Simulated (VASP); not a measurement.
InAs (space group F-43m): the measured cell of entry 1535065 of the Crystallography Open Database is

```yaml
crystal:
  lattice:
    - [0.00000, 3.02900, 3.02900]
    - [3.02900, 0.00000, 3.02900]
    - [3.02900, 3.02900, 0.00000]
  atoms:
    - { symbol: As, position: [0.25000, 0.25000, 0.25000] }
    - { symbol: In, position: [0.00000, 0.00000, 0.00000] }
```

Level of theory: PBE GGA with D3 dispersion (Becke-Johnson damping), VASP's PBE PAW potentials (set 64) (plane waves; VASP 6.6.1). Numerical set-up: 400 eV cut-off, 12×12×12 Γ-centred mesh, tetrahedra with Blöchl corrections, potentials As In_d.

The calculation is for a static lattice at zero pressure; the measurement, whose temperature isn't given here, holds thermal and zero-point expansion. The entry's conditions were not checked, so it may have been measured under pressure.

Q: How far does the relaxed conventional cell lie from the measured one?

A: 
|  | measured | computed | difference |
|---|---|---|---|
| a (Å) | 6.058 | 6.112 | +0.9 % |
| V (Å³/atom) | 27.79 | 28.55 | +2.7 % |

The structure comes from a measured InAs entry (F-43m) of the Crystallography Open Database, whose conditions weren't checked. It was relaxed first. Symmetry was kept, so distortions that lower it aren't found.
